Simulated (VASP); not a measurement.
Here is the system:

```xyz
2
Lattice="0.0000 3.5111 3.5111 3.5111 0.0000 3.5111 3.5111 3.5111 0.0000" Properties=species:S:1:pos:R:3 pbc="T T T"
Rb     0.0000     0.0000     0.0000
Br     3.5111     3.5111     3.5111
```

Method: PBE GGA, VASP's PBE PAW potentials (set 64) (plane waves; VASP 6.6.1). Settings: 350 eV cut-off, 6×6×6 Γ-centred mesh, Gaussian smearing of 0.050 eV, potentials Rb_sv Br.

Question: Estimate the energy per atom (σ→0), band gap (on the k-mesh) with the smallest direct gap where there is one.

Answer: 
The band gap (on the k-mesh) is 4.18 eV and the smallest direct gap (on the k-mesh) is 4.18 eV. The energy per atom (σ→0) comes out as -3.058 eV/atom.

The compound is RbBr in the rock salt structure. It was relaxed first, which changed the volume by +6 %.
